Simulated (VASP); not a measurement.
A run of VASP 6.6.1 is set up as follows.

INCAR

```
SYSTEM = HfN
PREC = Accurate
ENCUT = 600
EDIFF = 1E-7
ISMEAR = 1
SIGMA = 0.1
LREAL = .False.
LASPH = .True.
NELM = 80
ALGO = Normal
ISIF = 3
LWAVE = .False.
LCHARG = .False.
GGA = AM
IBRION = 2
NSW = 90
EDIFFG = -0.005
```

The input KPOINTS:

```
Automatic mesh
0
Gamma
  14 14 14
  0 0 0
```

File POSCAR:

```
HfN                                     
1.0
    0.0000000000      2.2421566906      2.2421566906
    2.2421566906      0.0000000000      2.2421566906
    2.2421566906      2.2421566906      0.0000000000
  Hf              N             
     1     1
Direct
     0.0000000000000000    0.0000000000000000    0.0000000000000000
     0.5000000000000000    0.5000000000000000    0.5000000000000000
```

Potentials or basis: VASP PAW PBE potentials, release 64 (Hf_pv, N).

The run is started by

```bash
$ cat potpaw_PBE.64/Hf_pv/POTCAR potpaw_PBE.64/N/POTCAR > POTCAR
$ mpirun -np 1 vasp_std > vasp.out
```

Problem. What does it give for the band gap on the k mesh?

Solution. None (metal or under the smearing width).

Final structure:
```
CELL_PARAMETERS angstrom
0.00000 2.24216 2.24216
2.24216 0.00000 2.24216
2.24216 2.24216 0.00000
ATOMIC_POSITIONS crystal
Hf 0.00000 0.00000 0.00000
N 0.50000 0.50000 0.50000
```

Caveat: the relaxation stopped at its first step, so nothing moved. Spin-orbit coupling is left out, which matters for the levels of Hf.
